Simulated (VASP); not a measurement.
```
Zr
1.0
    1.61500    -2.79726     0.00000
    1.61500     2.79726     0.00000
    0.00000     0.00000     5.15000
Zr
2
Cartesian
  1.61500   0.93242   1.28750
  1.61500  -0.93242   3.86250
```

Computed with revPBE GGA, VASP's PBE PAW potentials (set 64) (plane waves; VASP 6.6.1). Run with 520 eV cut-off, 12×12×7 Γ-centred mesh, first-order Methfessel-Paxton smearing of 0.10 eV, potentials Zr_sv.

Energy and stress use the plane-wave basis of the starting cell.

Question: The ions, cell shape and volume are relaxed. What does this cell relax into?

Answer: 
```
Zr
1.0
    1.62554    -2.81552     0.00000
    1.62554     2.81552     0.00000
    0.00000     0.00000     5.20361
Zr
2
Direct
  0.33333   0.66667   0.25000
  0.66667   0.33333   0.75000
```
Space group P6_3/mmc (194), at a tolerance of 0.03 Å.

Question: How do energy and volume change from the first to the last step?

Answer: The energy (σ→0) changes by -3.6 meV/atom and the volume by +2.4 %, in 7 ionic steps.

```
step  E(σ→0) (eV)  max force (eV/Å)  pressure (GPa)  volume (Å³)
----  -----------  ----------------  --------------  -----------
1        -16.3523             0.000            2.16        46.53
2        -16.3531             0.000           -1.92        48.68
3        -16.3596             0.000           -0.01        47.62
4        -16.3596             0.000           -0.01        47.64
5        -16.3596             0.000           -0.05        47.64
6        -16.3596             0.000           -0.05        47.63
7        -16.3596             0.000           -0.04        47.63
```

The compound is Zr in the hcp structure. This run relaxes it. Symmetry was kept, so distortions that lower it aren't found.
